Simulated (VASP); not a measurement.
ZnO (lda), 4 atoms in the cell. It takes space group P6_3mc (No. 186, hexagonal). The conventional cell has a = 3.187 Å, b = 3.187 Å, c = 5.152 Å, α = 90.00°, β = 90.00°, γ = 120.00°. Around Zn (site symmetry 3m) lie 4 O at 1.94 to 1.95 Å. Around O (site symmetry 3m) lie 4 Zn at 1.94 to 1.95 Å. 

* Program: VASP 6.6.1
* Task: single point
* Functional: LDA
* Potentials or basis: VASP PAW LDA potentials, release 64 (Zn, O)
* Cutoff: 520 eV
* k mesh: 12 × 12 × 6
* Occupations: gaussian, width 0.02 eV
* Spin: no spin polarisation
* Dipole correction: no
* Further INCAR settings: ALGO = Normal; EDIFF = 1e-06; NBANDS = 26

Potentials or basis: VASP PAW LDA potentials, release 64 (Zn, O).

Command:

```sh
$ cat potpaw_LDA.64/Zn/POTCAR potpaw_LDA.64/O/POTCAR > POTCAR
$ mpirun -np 1 vasp_std > vasp.out
```

Hardware: 1 thread of Intel(R) Xeon(R) 6975P-C (Granite Rapids), with other jobs on the host.

Question: How long does it take, and how much memory?

Answer: Run time: 23 s on 1 thread of Intel(R) Xeon(R) 6975P-C (Granite Rapids) (shared host), peak memory 0.19 GiB. Counts: scf iterations 13, k points 76.
